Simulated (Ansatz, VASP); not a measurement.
# Cross-check of P between VASP and Ansatz, part 2 of 2

Wanted: the spread between two codes on one cell, functional and k mesh.

VASP 6.6.1 and Ansatz 0.2.0.

So far. Step 2 (VASP: band structure, HSE03): The k-mesh is coarse for exact exchange; levels may shift by about 0.1 eV on a finer one.

### Step 3. Ansatz: band structure, HSE03

Level of this step: Ansatz beside VASP: Kohn-Sham DFT, plane waves, HSE03 (Ansatz).

Ansatz runs on its default PAW (the set named soft_2) files.

The same cell, functional, mesh and smearing now go to Ansatz, which takes its cutoff from its data sets.

input.yaml reads:

```yaml
crystal:
  lattice:
    - [1.6582, -5.242, 0.0]
    - [1.6582, 5.242, 0.0]
    - [0.0, 0.0, 4.3793]
  atoms:
    - { symbol: P, position: [0.89838, 0.10162, 0.08068] }
    - { symbol: P, position: [0.60162, 0.39838, 0.58068] }
    - { symbol: P, position: [0.10162, 0.89838, 0.91932] }
    - { symbol: P, position: [0.39838, 0.60162, 0.41932] }
hamiltonian:
  xc: { exchange: pbe, correlation: pbe, exx: { coeff: 0.25, omega: 0.3 } }
  pseudopotentials: { kind: paw }
kpoints:
  mp_grid: { grid: [4, 4, 3] }
  band_path:
    path:
      - [0.0, 0.0, 0.0]
      - [0.27502, 0.27502, 0.0]
      - [0.0, 0.5, 0.0]
      - [0.055, 0.455, 0.5]
      - [0.22001, 0.22001, 0.5]
      - [0.0, 0.0, 0.3]
      - [-0.2, 0.2, 0.0]
      - [-0.5, 0.5, 0.0]
      - [-0.36501, 0.63499, 0.0]
      - [-0.27502, 0.72498, 0.3]
      - [-0.455, 0.545, 0.5]
      - [-0.5, 0.5, 0.1]
      - [-0.5, 0.5, 0.5]
    npoints: 1
scf:
  occupations: { method: gaussian, width: 0.02 }
  n_extra_bands: 8
output:
  forces: true
  stress: true
  eigenvalues: true
```

Command:

```console
$ ansatz run input.yaml --threads 4 --pin off --max-ram 9216MiB --backend cpu --events-out ev --progress --plain --runs-dir out
```

Numbers of over 12 decimals in the logs are rounded to 6 here.

What it wrote:

```text
Warning: output.stress: scf.convergence.dr2_threshold = 1e-7 eV (the SCF's general default) is looser than the 4e-10 eV advised for a printed stress (1e-10 eV for each atom of the cell: 4). What an SCF threshold leaves in a stress goes as its square root, and in the free energy as the threshold itself, and one threshold admits the most on a small cell: [figures from the program's tests cut] Set scf.convergence.dr2_threshold to 4e-10 eV or tighter. The threshold is an SCF's pass mark: one that does not reach it within its budget of iterations ends unconverged, or closes short of it on a stop that the run arms, and scf.convergence.dr2_threshold's page says what that costs each kind of run
Warning: output.stress: scf.exx.energy_threshold = 1e-6 eV is looser than the 4e-8 eV advised for a stress under a hybrid functional (1e-8 eV for each atom of the cell: 4). Every SCF of the exchange loop can meet its threshold on dr2 while the loop round them stops early: no threshold on dr2 bounds what that leaves in the stress. Set scf.exx.energy_threshold to 4e-8 eV or tighter. The threshold is the loop's pass mark: a loop that does not reach it within its budget of cycles ends unconverged, and scf.exx.energy_threshold's page has the law
scf.n_extra_bands = 8 over 10 filled bands (N_el = 20.0): the run solves 18 bands
Engine: ansatz 0.2.0, aarch64-unknown-linux-gnu
Pseudopotentials: kind: paw
Pseudopotential: P, paw, valence charge 5, recommended cutoff 420 eV (normal), P.paw.azcp
Functional definition: unnamed
  parameter a_1 = 0.25
  parameter omega_1 = 0.3/angstrom
  exchange = pbe_x + (-a_1)*pbe_x_sr(omega_1) + a_1*exact_x_sr(omega_1)
  correlation = pbe_c
Crystal: 4 atoms, lattice volume = 76.132 Å³
Basis set: ecut = 420 eV, 1491 PW (Γ), exchange–correlation on 80×80×60 points (8 copies of the dense FFT grid, shifted against one another)
Bands: 18, of which v1, the nominal top of the filled ones, is band 10 counted from 1 (9 counted from 0)
Symmetry: 8 space group operations
Space group: Cmce (ITA 64), of the structure as read, at distance tolerance 4.2e-5 Å
k-points: 14 of 48
Non-local potential: P, projectors of the file, l = 0: 2, l = 1: 2, l = 2: 2
PAW form: soft (Blöchl's): semilocal exchange-correlation on the pseudo side does not see the compensation charge
PAW frozen core: P, regenerated for the run's functional, and the local potential with it (the file was generated under x = pbe(κ = 0.804, μ = 0.219515), c = pbe(β = 0.066725))
PAW one-centre angular grid: P, 110 points (default); XC on 64 Gauss nodes
Initial density: superposition of atomic densities (neutral atoms: chi_scale 0, normalization atom), corrected by the library's trained network
Initial wavefunctions: pseudopotential atomic-orbital guess
Functional: x = pbe(κ = 0.804, μ = 0.219515), c = pbe(β = 0.066725), warm-up for x = pbe(κ = 0.804, μ = 0.219515) + 0.25 (exact − pbe) at short range (hse, ω = 0.3 Å⁻¹), c = pbe(β = 0.066725)
SCF iter   1: F=—  HF=-3022.541628 eV  |F-HF|=—  |Δ(HF+E_count)|=         —  Δρ=2.31e-3  dr2=2.65e-3  ethr=1.77e-3  ⟨swp⟩=9.1  Hψ=1278  notcnv=0
preconditioner: auto → none  [insulator: Δε(μ)=0.320 eV  Ē_g=10.545 eV  σ=0.020 eV  W_gap=1.00  n_scr=12 (ndim 8)  ℏωp=19.0 eV  f_vac=0.000  D(μ)=0.00/eV (n_scr^D=0)]
SCF iter   2: F=—  HF=-3022.541626 eV  |F-HF|=—  |Δ(HF+E_count)|=   1.95e-6  Δρ=1.05e-3  dr2=4.70e-4  ethr=1.33e-5  ⟨swp⟩=4.8  Hψ=678  notcnv=0  defer=15
iter 3 solved again at ethr=1.27e-7 eV; its pass at ethr=2.35e-6 eV (dr2=2.55e-5 eV) is discarded
SCF iter   3: F=—  HF=-3022.541740 eV  |F-HF|=—  |Δ(HF+E_count)|=   1.14e-4  Δρ=1.97e-4  dr2=2.57e-5  ethr=1.27e-7  ⟨swp⟩=2.6  Hψ=854  notcnv=0  defer=1
SCF iter   4: F=-3022.541742 eV  HF=-3022.541747 eV  |F-HF|=4.63e-6  |Δ(HF+E_count)|=   6.91e-6  Δρ=6.10e-5  dr2=6.90e-6  ethr=1.27e-7  ⟨swp⟩=3.0  Hψ=471  notcnv=0
SCF 1 stopped early in 4 iterations: F = -3022.541742 eV  dr2 = 6.90e-6
  greatest PAW one-centre occupation: 0.809 electrons in one spin orbital (limit 2), on the P atom at site 3 (counted from 0), in its partial waves of l = 0
Initial density: handed on by an earlier stage of this run
Initial wavefunctions: those handed on with the density
Functional: x = pbe(κ = 0.804, μ = 0.219515) + 0.25 (exact − pbe) at short range (hse, ω = 0.3 Å⁻¹), c = pbe(β = 0.066725)
Exchange kernel: α = 0.2500, screened, ω = 0.3000 Å⁻¹, Wigner–Seitz truncation, v(0) = 501.7915 eV·Å³, q-mesh 4×4×3, nearest image of the exchange supercell L = 13.14 Å, pair-density grid 24×24×18, without the augmentation charges, whose exchange is taken in its separable form by FFT convolution over the k-point mesh (sized by the pseudopotential files, 24×36×30 at the most), smooth part of the exact exchange by density-matrix convolution
Frozen-core exchange: fock
SCF iter   1: F=—  HF=-3024.290370 eV  |F-HF|=—  |Δ(HF+E_count)|=         —  Δρ=3.92e-3  dr2=1.12e-2  ethr=3.45e-7  ⟨swp⟩=8.8  Hψ=1470  notcnv=0
preconditioner: auto → none  [insulator: Δε(μ)=0.021 eV  Ē_g=11.805 eV  σ=0.020 eV  W_gap=0.54  n_scr=12 (ndim 8)  ℏωp=19.0 eV  f_vac=0.000  D(μ)=1.80/eV (n_scr^D=12)]
SCF iter   2: F=—  HF=-3024.286442 eV  |F-HF|=—  |Δ(HF+E_count)|=   3.93e-3  Δρ=1.60e-3  dr2=2.77e-3  ethr=3.45e-7  ⟨swp⟩=4.0  Hψ=836  notcnv=0
preconditioner: auto → Kerker (q_TF=auto, 2.183 Å⁻¹)  [metal: Δε(μ)=0.018 eV  Ē_g=11.811 eV  σ=0.020 eV  W_gap=0.48  n_scr=12 (ndim 8)  ℏωp=19.0 eV  f_vac=0.000  D(μ)=1.90/eV (n_scr^D=12)]
SCF iter   3: F=—  HF=-3024.292705 eV  |F-HF|=—  |Δ(HF+E_count)|=   6.26e-3  Δρ=1.58e-3  dr2=1.53e-3  ethr=3.45e-7  ⟨swp⟩=4.0  Hψ=740  notcnv=0
SCF iter   4: F=—  HF=-3024.292399 eV  |F-HF|=—  |Δ(HF+E_count)|=   3.06e-4  Δρ=7.82e-4  dr2=6.08e-4  ethr=3.45e-7  ⟨swp⟩=3.0  Hψ=526  notcnv=0
SCF iter   5: F=—  HF=-3024.292309 eV  |F-HF|=—  |Δ(HF+E_count)|=   9.02e-5  Δρ=3.49e-4  dr2=5.59e-4  ethr=3.45e-7  ⟨swp⟩=3.0  Hψ=443  notcnv=0
SCF iter   6: F=—  HF=-3024.293302 eV  |F-HF|=—  |Δ(HF+E_count)|=   9.93e-4  Δρ=4.02e-4  dr2=9.74e-5  ethr=3.45e-7  ⟨swp⟩=3.3  Hψ=527  notcnv=0
SCF iter   7: F=—  HF=-3024.293339 eV  |F-HF|=—  |Δ(HF+E_count)|=   3.76e-5  Δρ=1.57e-4  dr2=1.58e-5  ethr=3.45e-7  ⟨swp⟩=2.1  Hψ=399  notcnv=0
SCF iter   8: F=-3024.293335 eV  HF=-3024.293335 eV  |F-HF|=3.28e-8  |Δ(HF+E_count)|=   4.28e-6  Δρ=1.25e-5  dr2=1.52e-7  ethr=7.71e-8  ⟨swp⟩=2.6  Hψ=411  notcnv=0
SCF 2 stopped early in 8 iterations: F = -3024.293335 eV  dr2 = 1.52e-7
  Residual-converged pass: ⟨swp⟩=4.3  Hψ=648  notcnv=0  max |occ|·‖R‖ = 6.5e-6 eV (tolerance 6.7e-6 eV)  dr2=1.75e-7  dr2_onsite=3.67e-9  max |Δocc| = 5.4e-10
  greatest PAW one-centre occupation: 0.805 electrons in one spin orbital (limit 2), on the P atom at site 3 (counted from 0), in its partial waves of l = 0
hybrid outer 1: dexx = +9.782e-3 eV, tail = 3.07e-6 eV
Exchange kernel: α = 0.2500, screened, ω = 0.3000 Å⁻¹, Wigner–Seitz truncation, v(0) = 501.7915 eV·Å³, q-mesh 4×4×3, nearest image of the exchange supercell L = 13.14 Å, pair-density grid 24×24×18, without the augmentation charges, whose exchange is taken in its separable form by FFT convolution over the k-point mesh (sized by the pseudopotential files, 24×36×30 at the most), smooth part of the exact exchange by density-matrix convolution
Frozen-core exchange: fock
SCF iter   1: F=—  HF=-3024.293353 eV  |F-HF|=—  |Δ(HF+E_count)|=         —  Δρ=8.94e-6  dr2=3.31e-8  ethr=7.68e-8  ⟨swp⟩=5.8  Hψ=826  notcnv=0
preconditioner: auto → none  [insulator: Δε(μ)=0.088 eV  Ē_g=11.824 eV  σ=0.020 eV  W_gap=1.00  n_scr=12 (ndim 8)  ℏωp=19.0 eV  f_vac=0.000  D(μ)=0.02/eV (n_scr^D=0)]
SCF iter   2: F=-3024.293353 eV  HF=-3024.293353 eV  |F-HF|=3.24e-9  |Δ(HF+E_count)|=   3.38e-8  Δρ=4.54e-6  dr2=6.05e-9  ethr=1.56e-10  ⟨swp⟩=3.1  Hψ=511  notcnv=0
SCF 3 converged in 2 iterations: F = -3024.293353 eV  dr2 = 6.05e-9
  Residual-converged pass: ⟨swp⟩=4.1  Hψ=583  notcnv=0  max |occ|·‖R‖ = 6.0e-7 eV (tolerance 6.3e-7 eV)  dr2=6.07e-9  dr2_onsite=2.72e-10  max |Δocc| = 2.4e-12
  greatest PAW one-centre occupation: 0.805 electrons in one spin orbital (limit 2), on the P atom at site 2 (counted from 0), in its partial waves of l = 0
hybrid outer 2: dexx = +4.312e-8 eV, tail = 1.32e-8 eV, Δε = 1.08e-3 eV (about 7.36e-5 eV left of the loop's levels), ΔF = 9.97e-4 eV/Å (tail 4.15e-4)
NSCF: frozen V_eff on 13 k-points
hybrid SCF converged: 2 outer / 10 inner (+4 warm-up), last move |dexx| = 4.31e-8 eV, tail = 1.32e-8 eV
Stability not checked: this state was not tested for a lower state beside it, because the functional holds exact exchange (a hybrid, or Hartree-Fock), whose exchange loop this test does not read (fock_operator; see scf.lower_state_search)
Free energy (F): -3024.293353 eV
Frozen-core exchange: fock
Harris-Foulkes:  -3024.293353 eV  (|F-HF|=3.24e-9)
Internal energy: -3024.293349 eV  (E = F + TS)
E sigma→0 (E₀):  -3024.293351 eV
Entropy (-TS):   -0.000004 eV (-0.001 meV/atom)
Fermi energy:    7.763478 eV
--- Per-component energies (eV) ---
  E_band       = 0.420440
  E_kinetic    = 279.792027
  E_local      = -273.926314  (includes V_loc(G=0)·N_el)
  E_nonlocal   = 134.018308
  E_hartree    = 74.642618
  E_xc         = -203.928018
  E_vxc        = -200.098363  (∫ρ·V_xc dr)
  E_exx        = -28.890410  (= α·E_x^exact, valence–valence)
  E_paw        = -2291.198791  (= ΣΔE_a)
  E_vpaw       = -30.870082  (= ΣTr[D̂ρ^β])
  E_aug_tail   = 0.000013  (compensation charges beyond the density's cutoff)
  E_ewald      = -714.502864
  E_core_change = -0.299919  (= ΣΔE_core)
  E_smearing   = -0.000004  (= −TS)
  E_closure    = -0.000000  (closes the sum)
  Σ components = -3024.293353   (vs F -3024.293353, Δ=4.55e-13)
--- Forces (eV/Å), atoms counted from 1 ---
  atom   1  P     -0.00000000    -0.19224776     0.16416125
  atom   2  P      0.00000000     0.19224776     0.16416125
  atom   3  P      0.00000000     0.19224776    -0.16416125
  atom   4  P      0.00000000    -0.19224776    -0.16416125
  max |Σ_I F_I| component: 5.55e-17 eV/Å
--- Stress (GPa, compression-positive) ---
        1.121084      -0.000000       0.000000
       -0.000000       0.014601      -0.000000
        0.000000      -0.000000      -0.379871
  P = ⅓ Tr σ = 0.2519 GPa (2.519 kbar)
--- Band table (eV; the first three rows and the last of 14) ---
  k-point 0: bands = [... 6 lower, 3.0298, 4.3472, 4.6383, 5.9327, 8.6311, 9.0527, 9.9230, 11.1432, ... 4 higher]
  k-point 1: bands = [... 6 lower, 3.5092, 4.3777, 4.4602, 6.6686, 9.1596, 9.4729, 10.4039, 11.4523, ... 4 higher]
  k-point 2: bands = [... 6 lower, 2.7087, 3.9053, 4.5963, 6.0807, 8.5758, 9.6678, 10.4034, 10.8212, ... 4 higher]
  k-point 13: bands = [... 6 lower, 3.7411, 4.4795, 5.8740, 6.7708, 8.8222, 9.3190, 9.8896, 10.6361, ... 4 higher]
```

Elapsed: 33 s, on 4 threads of Arm Neoverse V1, shared host; peak memory 0.78 GiB.

The column dr2 measures how far the density is from self-consistency, as an energy; F and HF (Harris–Foulkes) agree once it is small.

### Step 4. Side by side

Known differences besides the potentials themselves: exact exchange at q = 0 is treated differently, which shows on coarse meshes; VASP keeps PBE cores, Ansatz makes them for the functional; the cutoff is 420 eV in Ansatz and 400 eV in VASP; VASP takes a coarser grid for exact exchange (PRECFOCK = Fast). Total energies have different zeros and are not compared.

Compared:

```csv
quantity,Ansatz,VASP,difference
gap over the path points (eV),0.088,0.112,-0.024
```

Forces (eV/Å; atoms numbered as in POSCAR):

```csv
atom,"Ansatz x, y, z","VASP x, y, z"
P1,"0.000, -0.192, 0.164","0.000, -0.251, 0.221"
P2,"0.000, 0.192, 0.164","0.000, 0.251, 0.221"
P3,"0.000, 0.192, -0.164","0.000, 0.251, -0.221"
P4,"0.000, -0.192, -0.164","0.000, -0.251, -0.221"
```

Levels at points of the path, from each program's valence-band top (eV; 4 filled, then empty):

```csv
k (reciprocal lattice),Ansatz,VASP
0.000 0.000 0.000,-4.69 -3.37 -3.08 -1.79 0.91 1.33 2.20,-4.66 -3.35 -3.05 -1.78 0.94 1.38 2.25
0.275 0.275 0.000,-4.31 -3.96 -3.26 -2.72 0.90 1.07 1.14,-4.30 -3.96 -3.26 -2.72 0.93 1.10 1.17
0.000 0.500 0.000,-3.94 -3.94 -3.15 -3.15 0.96 0.96 1.35,-3.93 -3.93 -3.15 -3.15 1.00 1.00 1.38
0.055 0.455 0.500,-6.13 -6.13 -2.42 -2.42 1.93 1.93 4.32,-6.11 -6.11 -2.42 -2.42 1.96 1.96 4.36
0.220 0.220 0.500,-6.11 -6.11 -3.04 -3.04 2.91 2.91 4.11,-6.10 -6.10 -3.03 -3.03 2.94 2.94 4.14
0.000 0.000 0.300,-4.07 -3.52 -3.28 -1.18 1.52 1.69 2.72,-4.05 -3.50 -3.25 -1.18 1.56 1.73 2.75
-0.200 0.200 0.000,-4.76 -3.26 -2.96 -1.18 1.12 1.13 2.41,-4.73 -3.24 -2.93 -1.17 1.15 1.17 2.45
-0.500 0.500 0.000,-4.88 -2.76 -2.04 0.00 0.09 0.87 2.61,-4.85 -2.73 -2.03 0.00 0.11 0.91 2.66
-0.365 0.635 0.000,-5.63 -4.43 -2.02 -1.52 0.60 0.91 2.79,-5.61 -4.42 -2.02 -1.52 0.63 0.93 2.83
-0.275 0.725 0.300,-5.72 -4.63 -2.57 -2.17 1.13 2.70 2.75,-5.71 -4.61 -2.57 -2.17 1.17 2.73 2.79
```

The forces differ by 47 meV/Å r.m.s., which is 24.5 % of the r.m.s. force of 0.19 eV/Å (both taken over all components). Among the levels compared at these points, filled levels agree within 35 meV and empty ones within 52 meV.

### Step 5. Further runs

Further runs change the set-up of one program: Ansatz's method, potentials or start, or VASP's data sets, cutoff or form of LDA. The table gives Ansatz less VASP for each quantity, since a change that brings one quantity closer may part another.

```csv
run,r.m.s. force difference (meV/Å),gap over the path points (eV)
as above,47,-0.024
cores kept as stored,41,-0.020
Ansatz's larger PAW set (cutoff 510 eV),44,-0.014
norm-conserving potentials (cutoff 599 eV),51,-0.026
```

### Step 6. Summary of results

```
r.m.s. force difference (band structure, HSE03) : 47 meV/Å
```

What this shows: The r.m.s. force difference is 47 meV/Å (band structure, HSE03), beyond the 12 meV/Å picked in this series as the mark of a large difference. Band structure, HSE03, Ansatz's larger PAW set (cutoff 510 eV): the difference in gap over the path points goes from -0.024 to -0.014 eV. How closely two codes agree says nothing of how well the functional describes the real material.

[Lines on the potential files, build, host, timing and source positions are cut from VASP's logs without a mark.]

[Logs are printed without paths, hosts, clocks, repeated set-up lines and the standing remarks that a program may print on its own settings, such as how far it seeks lower states.]

[Hosts, paths, dates, database ids (printed as entryN), source tags and the programs' standing remarks are cut or masked in the printed files.]
